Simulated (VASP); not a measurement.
## ScAl3: input slips in a relaxation and what they do

Some relaxations of ScAl3 get a fault in the input on purpose. Which of them show, and how? The starting structure is a computed structure from the Materials Project. The first relaxation on each setting starts from this cell expanded by 3 % in volume.

Program: VASP 6.6.1. Level of theory: Kohn-Sham DFT with plane waves and PAW; PBEsol. Results are calculated unless marked as measured.

## 1. The starting structure

It takes space group Pm-3m (No. 221, cubic). Conventional cell: a = 4.088 Å, b = 4.088 Å, c = 4.088 Å, α = 90.00°, β = 90.00°, γ = 90.00°. Nearest to Sc lie 12 Al at 2.89 Å. Nearest to Al lie 8 Al at 2.89 Å and 4 Sc at 2.89 Å. Farther neighbours are not listed.

## 2. Reference relaxation

This run starts from the cell of an earlier relaxation, which isn't shown; the restart sets up the plane waves anew.

File INCAR:

```
SYSTEM = ScAl3
PREC = Accurate
ENCUT = 450
EDIFF = 1E-06
NELM = 100
ISMEAR = 1
SIGMA = 0.15
LREAL = .FALSE.
ALGO = Normal
GGA = PS
NBANDS = 16
LORBIT = 11
LWAVE = .FALSE.
LCHARG = .FALSE.
KPAR = 4
IBRION = 2
NSW = 50
ISIF = 3
EDIFFG = -0.006
```

File POSCAR:

```
ScAl3
1.0
    4.0723277651      0.0000000000      0.0000000000
    0.0000000000      4.0723277651      0.0000000000
    0.0000000000      0.0000000000      4.0723277651
Sc Al
1 3
Direct
    0.0000000000      0.0000000000      0.0000000000
    0.5000000000      0.5000000000      0.0000000000
    0.0000000000      0.5000000000      0.5000000000
    0.5000000000      0.0000000000      0.5000000000
```

File KPOINTS:

```
Automatic mesh
0
Gamma
10 10 10
0 0 0
```

PAW data sets: Sc_sv and Al (PBE family, release 64).

Command:

```console
$ mpirun -np 4 vasp_std
```

The log of the run:

```text
[banner, memory and clock lines left out]
running    4 mpi-ranks, on    1 nodes
 distrk:  each k-point on    1 cores,    4 groups
 distr:  one band on    1 cores,    1 groups

 POSCAR found type information on POSCAR ScAl
 POSCAR found :  2 types and       4 ions
|                                                                             |
|               ----> ADVICE to this user running VASP <----                  |
|                                                                             |
|     You enforced a specific xc type in the INCAR file but a different       |
|     [... a line on the potential file left out ...]
|     I HOPE YOU KNOW WHAT YOU ARE DOING!                                     |
|                                                                             |

 LDA part: xc-table for (Slater+PW92), standard interpolation
 POSCAR, INCAR and KPOINTS ok, starting setup
 FFT: planning ... GRIDC
 FFT: planning ... GRID_SOFT
 FFT: planning ... GRID
 WAVECAR not read
 entering main loop
       N       E                     dE             d eps       ncg     rms          rms(c)
DAV:   1     0.944363768426E+02    0.94436E+02   -0.77926E+03  1808   0.102E+03
DAV:   2    -0.170309313221E+02   -0.11147E+03   -0.10942E+03  1800   0.296E+02
DAV:   3    -0.217240556941E+02   -0.46931E+01   -0.45896E+01  2752   0.542E+01
DAV:   4    -0.218082298618E+02   -0.84174E-01   -0.84151E-01  2312   0.804E+00
DAV:   5    -0.218102335976E+02   -0.20037E-02   -0.20037E-02  2768   0.115E+00    0.941E+00
DAV:   6    -0.208475592793E+02    0.96267E+00   -0.43833E+00  2912   0.226E+01    0.337E+00
DAV:   7    -0.207895382081E+02    0.58021E-01   -0.10621E-01  2336   0.248E+00    0.190E+00
DAV:   8    -0.207629221987E+02    0.26616E-01   -0.39268E-02  2896   0.159E+00    0.257E-01
DAV:   9    -0.207624752876E+02    0.44691E-03   -0.35465E-03  2344   0.679E-01    0.136E-01
DAV:  10    -0.207623803761E+02    0.94911E-04   -0.32807E-04  3024   0.195E-01    0.840E-02
DAV:  11    -0.207623869355E+02   -0.65594E-05   -0.35325E-05  2904   0.416E-02    0.535E-02
DAV:  12    -0.207623717611E+02    0.15174E-04   -0.10927E-04  2936   0.113E-01    0.346E-03
DAV:  13    -0.207623716023E+02    0.15881E-06   -0.29397E-06  1936   0.189E-02
   1 F= -.20762372E+02 E0= -.20763142E+02  d E =-.207624E+02
 curvature:   0.00 expect dE= 0.000E+00 dE for cont linesearch  0.000E+00
 trial: gam= 0.00000 g(F)=  0.000E+00 g(S)=  0.812E-08 ort = 0.000E+00 (trialstep = 0.100E+01)
 search vector abs. value=  0.822E-08
 reached required accuracy - stopping structural energy minimisation
```

It took 12 s on 4 MPI ranks of AMD EPYC 7R43, shared host; peak memory 0.6 GiB.

Lines that name or quote the potential files are left out of all logs, and their timing lines are given in words.

Parts of OUTCAR (step 2):

```text
ion  position               nearest neighbor table
   1  0.000  0.000  0.000-   2 2.88   3 2.88   4 2.88   3 2.88   4 2.88   2 2.88   3 2.88   3 2.88
                             2 2.88   4 2.88   4 2.88   2 2.88
   2  0.500  0.500  0.000-   1 2.88   3 2.88   4 2.88   3 2.88   4 2.88   1 2.88   4 2.88   4 2.88
                             1 2.88   3 2.88   3 2.88   1 2.88
   3  0.000  0.500  0.500-   1 2.88   2 2.88   4 2.88   1 2.88   2 2.88   1 2.88   4 2.88   1 2.88
                             2 2.88   4 2.88   2 2.88   4 2.88
   4  0.500  0.000  0.500-   1 2.88   2 2.88   3 2.88   1 2.88   2 2.88   2 2.88   3 2.88   2 2.88
                             1 2.88   3 2.88   1 2.88   3 2.88

  LATTYP: Found a simple cubic cell.
 ALAT       =     4.0723277651

 Subroutine GETGRP returns: Found 48 space group operations
 (whereof 48 operations were pure point group operations)

The static configuration has the point symmetry O_h .

 Found     56 irreducible k-points:

   k-points           NKPTS =     56   k-points in BZ     NKDIM =     56   number of bands    NBANDS=     16

   dimension x,y,z NGX =    28 NGY =   28 NGZ =   28
   dimension x,y,z NGXF=    56 NGYF=   56 NGZF=   56

   ENCUT  =  450.0 eV  33.07 Ry    5.75 a.u.   7.04  7.04  7.04*2*pi/ulx,y,z

   NELECT =      20.0000    total number of electrons

 k-points in reciprocal lattice and weights: Automatic mesh
   0.00000000  0.00000000  0.00000000       0.001
   0.10000000  0.00000000  0.00000000       0.006
   0.20000000  0.00000000  0.00000000       0.006
   0.30000000  0.00000000  0.00000000       0.006
   0.40000000  0.00000000  0.00000000       0.006
   0.50000000  0.00000000  0.00000000       0.003
   0.10000000  0.10000000  0.00000000       0.012
   0.20000000  0.10000000  0.00000000       0.024
   0.30000000  0.10000000  0.00000000       0.024
[...]
0.50000000  0.50000000  0.40000000       0.006
   0.50000000  0.50000000  0.50000000       0.001

 average (electrostatic) potential at core
       1 -42.8419       2 -72.7128       3 -72.7128       4 -72.7128

 E-fermi :   7.3198

 k-point     1 :       0.0000    0.0000    0.0000
  band No.  band energies     occupation
    ...
      6       4.6660      2.00000
      7       4.6660      2.00000
      8       5.4964      2.00000
      9       5.4964      2.00000
     10       5.4964      2.00000
     11       8.5230     -0.00000
     12       8.6103     -0.00000
     13       8.6103     -0.00000
     14       8.6103     -0.00000
     15      12.1876      0.00000
    ...

 k-point     2 :       0.1000    0.0000    0.0000
  band No.  band energies     occupation
    ...
      6       3.8964      2.00000
      7       4.7383      2.00000
      8       5.5062      2.00000
      9       5.5062      2.00000
     10       6.0106      2.00000
     11       8.5568     -0.00000
     12       8.5568     -0.00000
     13       8.6400     -0.00000
     14       8.9163     -0.00000
     15      11.3681      0.00000
    ...

 k-point     3 :       0.2000    0.0000    0.0000
  band No.  band energies     occupation
    ...
      6       2.7384      2.00000
      7       4.9482      2.00000
      8       5.5298      2.00000
      9       5.5298      2.00000
     10       6.6372      2.00000
     11       8.4456     -0.00000
     12       8.4456     -0.00000
     13       8.7204     -0.00000
     14       9.7290     -0.00000
     15      10.3116     -0.00000
    ...

  Total       -0.0004738     -0.0004738     -0.0004738     -0.0000000     -0.0000000     -0.0000000
  in kB       -0.0112401     -0.0112401     -0.0112401     -0.0000000     -0.0000000     -0.0000000
  external PRESSURE =      -0.0112401 kB  Pullay stress =       0.0000000 kB

  energy-cutoff  :      450.00
  volume of cell :       67.53
      direct lattice vectors                 reciprocal lattice vectors
     4.072327765  0.000000000  0.000000000     0.245559802  0.000000000  0.000000000
     0.000000000  4.072327765  0.000000000     0.000000000  0.245559802  0.000000000
     0.000000000  0.000000000  4.072327765     0.000000000  0.000000000  0.245559802

 POSITION                                       TOTAL-FORCE (eV/Angst)
 -----------------------------------------------------------------------------------
      0.00000      0.00000      0.00000         0.000000      0.000000      0.000000
      2.03616      2.03616      0.00000         0.000000      0.000000      0.000000
      0.00000      2.03616      2.03616         0.000000      0.000000      0.000000
      2.03616      0.00000      2.03616         0.000000      0.000000      0.000000
 -----------------------------------------------------------------------------------
    total drift:                               -0.000000     -0.000000     -0.000000

  FREE ENERGIE OF THE ION-ELECTRON SYSTEM (eV)
  ---------------------------------------------------
  free  energy   TOTEN  =       -20.7623716023 eV

  energy  without entropy=      -20.7646825185  energy(sigma->0) =      -20.76314191

 reached required accuracy - stopping structural energy minimisation

 total charge
# of ion       s       p       d       tot
------------------------------------------
    1        2.190   6.146   1.318   9.653
    2        0.417   0.384   0.000   0.800
    3        0.417   0.384   0.000   0.800
    4        0.417   0.384   0.000   0.800
--------------------------------------------------
tot          3.440   7.297   1.318  12.055

[... 3 further parts left out ...]
```

CONTCAR:

```
ScAl3
   1.00000000000000
     4.0723277650999998    0.0000000000000000    0.0000000000000000
     0.0000000000000000    4.0723277650999998    0.0000000000000000
     0.0000000000000000    0.0000000000000000    4.0723277650999998
  Sc              Al
     1     3
Direct
     0.0000000000000000    0.0000000000000000    0.0000000000000000
     0.5000000000000000    0.5000000000000000    0.0000000000000000
     0.0000000000000000    0.5000000000000000    0.5000000000000000
     0.5000000000000000    0.0000000000000000    0.5000000000000000
```

The PAW data sets were made with PBE, which is usual practice but a small mismatch for other functionals. The run keeps the 48 symmetry operations of its start, so it cannot find a distortion of lower symmetry.

The reference relaxation ends at 16.884 Å³ an atom. Pressures at 0.985 and 1.015 times this volume, from two more relaxations that aren't shown, give a bulk modulus of 92.0 GPa.

## 3. Relaxation with the cell held fixed (ISIF = 2)

A slip made on purpose: the cell held fixed (ISIF = 2). Against step 2 the input has ISIF = 2 (also changed: NELM).

Changes to INCAR since step 2:

```diff
@@ -4,3 +4,3 @@
 EDIFF = 1E-06
-NELM = 100
+NELM = 60
 ISMEAR = 1
@@ -17,3 +17,3 @@
 NSW = 50
-ISIF = 3
+ISIF = 2
 EDIFFG = -0.006
```

File POSCAR:

```
ScAl3
1.0
    4.1282825347      0.0000000000      0.0000000000
    0.0000000000      4.1282825347      0.0000000000
    0.0000000000      0.0000000000      4.1282825347
Sc Al
1 3
Direct
    0.0000000000      0.0000000000      0.0000000000
    0.5000000000      0.5000000000      0.0000000000
    0.0000000000      0.5000000000      0.5000000000
    0.5000000000      0.0000000000      0.5000000000
```

KPOINTS is that of step 2.

Command:

```console
$ mpirun -np 4 vasp_std
```

The log of the run:

```text
[banner, memory and clock lines left out]
running    4 mpi-ranks, on    1 nodes
[...]
[... a notice as in an earlier step ...]

 LDA part: xc-table for (Slater+PW92), standard interpolation
 POSCAR, INCAR and KPOINTS ok, starting setup
[...]
entering main loop
       N       E                     dE             d eps       ncg     rms          rms(c)
DAV:   1     0.955076101504E+02    0.95508E+02   -0.77287E+03  1800   0.100E+03
DAV:   2    -0.171215652195E+02   -0.11263E+03   -0.11060E+03  1864   0.294E+02
DAV:   3    -0.217311972154E+02   -0.46096E+01   -0.44877E+01  2704   0.540E+01
DAV:   4    -0.218253195539E+02   -0.94122E-01   -0.93993E-01  2320   0.866E+00
[...]
DAV:  11    -0.207316894755E+02   -0.17602E-04   -0.72568E-05  2952   0.683E-02    0.415E-02
DAV:  12    -0.207316637461E+02    0.25729E-04   -0.17369E-04  2856   0.141E-01    0.306E-03
DAV:  13    -0.207316637833E+02   -0.37163E-07   -0.41099E-06  2296   0.198E-02
   1 F= -.20731664E+02 E0= -.20732092E+02  d E =-.207317E+02
[...]
reached required accuracy - stopping structural energy minimisation
```

Wall time 11 s (4 MPI ranks); peak memory 0.66 GiB.

OUTCAR, selected parts (step 3):

```text
  Total       -1.5154447     -1.5154447     -1.5154447      0.0000000      0.0000000      0.0000000
  in kB      -34.5097988    -34.5097988    -34.5097988      0.0000000      0.0000000      0.0000000
  external PRESSURE =     -34.5097988 kB  Pullay stress =       0.0000000 kB

 POSITION                                       TOTAL-FORCE (eV/Angst)
 -----------------------------------------------------------------------------------
      0.00000      0.00000      0.00000         0.000000      0.000000      0.000000
      2.06414      2.06414      0.00000         0.000000      0.000000      0.000000
      0.00000      2.06414      2.06414         0.000000      0.000000      0.000000
      2.06414      0.00000      2.06414         0.000000      0.000000      0.000000
 -----------------------------------------------------------------------------------
    total drift:                               -0.000000     -0.000000      0.000000

  FREE ENERGIE OF THE ION-ELECTRON SYSTEM (eV)
  ---------------------------------------------------
  free  energy   TOTEN  =       -20.7316637833 eV

  energy  without entropy=      -20.7329498354  energy(sigma->0) =      -20.73209247

[... 2 parts as in an earlier step ...]

[... 2 further parts left out ...]
[key lines of the parts left out:]
E-fermi :   6.9503
```

With the cell held fixed (ISIF = 2) the cell ends at 17.589 Å³ an atom, +4.18 % from the reference.

## 4. Relaxation with an ionic step far too long

A slip made on purpose: an ionic step far too long. Against step 2 the input has IBRION = 1 and POTIM = 2 (also changed: NELM and NSW).

Changes to INCAR since step 3:

```diff
@@ -15,5 +15,6 @@
 KPAR = 4
-IBRION = 2
-NSW = 50
-ISIF = 2
+IBRION = 1
+NSW = 30
+ISIF = 3
 EDIFFG = -0.006
+POTIM = 2
```

POSCAR is that of step 3.

KPOINTS is that of step 3.

Command:

```console
$ mpirun -np 4 vasp_std
```

The log of the run:

```text
[... set-up lines as in an earlier step ...]
 entering main loop
       N       E                     dE             d eps       ncg     rms          rms(c)
[... 13 cycles as in an earlier step ...]
   1 F= -.20731664E+02 E0= -.20732092E+02  d E =-.207317E+02
[...]
2 F= -.19994074E+02 E0= -.19994966E+02  d E =0.737590E+00
[...]
3 F= -.20762312E+02 E0= -.20763040E+02  d E =-.768238E+00
[...]
4 F= -.20763014E+02 E0= -.20763778E+02  d E =-.701332E-03
[...]
5 F= -.20763030E+02 E0= -.20763800E+02  d E =-.163246E-04
 BRION: g(F)=  0.468E-65 g(S)=  0.151E-06 retain N=  1 mean eig= 0.17
 eig:   0.175
 reached required accuracy - stopping structural energy minimisation
```

Run time: 42 s. Hardware: 4 MPI ranks; peak memory 0.72 GiB; 2.7 min of CPU time.

From OUTCAR (step 4):

```text
  Total        0.0010202      0.0010202      0.0010202      0.0000000      0.0000000      0.0000000
  in kB        0.0241997      0.0241997      0.0241997      0.0000000      0.0000000      0.0000000
  external PRESSURE =       0.0241997 kB  Pullay stress =       0.0000000 kB

 POSITION                                       TOTAL-FORCE (eV/Angst)
 -----------------------------------------------------------------------------------
      0.00000     -0.00000     -0.00000         0.000000     -0.000000      0.000000
      2.03623      2.03623      0.00000         0.000000      0.000000      0.000000
      0.00000      2.03623      2.03623        -0.000000      0.000000     -0.000000
      2.03623     -0.00000      2.03623         0.000000      0.000000      0.000000
 -----------------------------------------------------------------------------------
    total drift:                               -0.000000     -0.000000      0.000000

  FREE ENERGIE OF THE ION-ELECTRON SYSTEM (eV)
  ---------------------------------------------------
  free  energy   TOTEN  =       -20.7630299921 eV

  energy  without entropy=      -20.7653403512  energy(sigma->0) =      -20.76380011

[... 2 parts as in an earlier step ...]

[... 2 further parts left out ...]
[key lines of the parts left out:]
E-fermi :   7.3189
```

With an ionic step far too long the cell ends at 16.885 Å³ an atom, +0.01 % from the reference.

## 5. Relaxation with too few ionic steps

A slip made on purpose: too few ionic steps. Against step 2 the input has NSW = 2 (also changed: NELM).

Changes to INCAR since step 4:

```diff
@@ -15,6 +15,5 @@
 KPAR = 4
-IBRION = 1
-NSW = 30
+IBRION = 2
+NSW = 2
 ISIF = 3
 EDIFFG = -0.006
-POTIM = 2
```

POSCAR is that of step 4.

KPOINTS is that of step 4.

Command:

```console
$ mpirun -np 4 vasp_std
```

The log of the run:

```text
[... set-up lines as in an earlier step ...]
 entering main loop
       N       E                     dE             d eps       ncg     rms          rms(c)
[... 13 cycles as in an earlier step ...]
   1 F= -.20731664E+02 E0= -.20732092E+02  d E =-.207317E+02
[...]
N       E                     dE             d eps       ncg     rms          rms(c)
DAV:   1    -0.211300592785E+02   -0.39840E+00   -0.10213E+01  2224   0.447E+01    0.475E+00
DAV:   2    -0.207878783405E+02    0.34218E+00   -0.17188E+00  2480   0.162E+01    0.976E-01
DAV:   3    -0.207665457493E+02    0.21333E-01   -0.43338E-02  2336   0.159E+00    0.563E-01
DAV:   4    -0.207589860827E+02    0.75597E-02   -0.18174E-02  2184   0.138E+00    0.240E-01
DAV:   5    -0.207589328876E+02    0.53195E-04   -0.89378E-04  2176   0.265E-01    0.486E-02
DAV:   6    -0.207589359400E+02   -0.30525E-05   -0.59169E-05  2744   0.630E-02    0.416E-02
DAV:   7    -0.207589367305E+02   -0.79049E-06   -0.31241E-06  2160   0.203E-02
   2 F= -.20758937E+02 E0= -.20759792E+02  d E =-.272729E-01
 trial-energy change:   -0.027273  1 .order   -0.026365   -0.083095    0.030364
 step:   0.7416(harm=  0.7324)  dis= 0.00000  next Energy=   -20.762844 (dE=-0.312E-01)
```

Run time: 18 s. Hardware: 4 MPI ranks; peak memory 0.66 GiB.

(Part 1 of 2 ends here.)

[Lines on the potential files, build, host, timing and source positions are cut from VASP's logs without a mark.]

[Logs are printed without paths, hosts, clocks, repeated set-up lines and the standing remarks that a program may print on its own settings, such as how far it seeks lower states.]

[Hosts, paths, dates, database ids (printed as entryN), source tags and the programs' standing remarks are cut or masked in the printed files.]
